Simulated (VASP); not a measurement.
Runs of VASP 6.6.1 on Be3H2. It takes space group P321 (No. 150, trigonal). The conventional cell has a = 3.710 Å, b = 3.710 Å, c = 3.600 Å, α = 90.00°, β = 90.00°, γ = 120.00°. Be (site symmetry 2) has 2 H at 1.55 Å as nearest neighbours. H (site symmetry 3) is surrounded by 3 Be at 1.55 Å. The cell was built by a generator and needn't be a form met in nature.

```csv
task,level,potentials or basis,spin,cell,cutoff (eV),smearing,other keys,gap on the mesh (eV),pressure (GPa),relaxed volume (Å³/atom),largest force (eV/Å)
relaxation of cell and atoms,PBE,"VASP PAW PBE potentials, release 64 (Be, H)",off,relaxed,600,gaussian 0.05 eV,-,none,-0.1,(a),0.01
density of states,TB-mBJ,"VASP PAW PBE potentials, release 54 (Be, H)",off,cell strained at random at fixed volume,520,tetrahedron,-,none,-,-,-
relaxation of cell and atoms,RPBE,"VASP PAW PBE potentials, release 64 (Be, H)",off,relaxed,600,gaussian 0.05 eV,-,none,-0.1,9.77,0.01
single point,PBE,"VASP PAW PBE potentials, release 64 (Be, H)",off,as given,520,fermi-dirac 0.05 eV,-,none,0.1,-,(b)
single point,MS2,"VASP PAW PBE potentials, release 64 (Be, H)","collinear, zero start",as given,520,tetrahedron,LREAL = Auto,none,-0.9,-,0.19
```

Alike in all rows: k mesh 8 × 8 × 7.

Question: Estimate the missing entries.

Answer: (a) 9.14; (b) 0.05.

Caveats: the PAW data sets were made with another functional, which shifts forces and pressure a little (some runs); tetrahedron occupations give inexact forces and stress in metals (some runs).

A gap of «none» marks a metal or a gap under the smearing width.
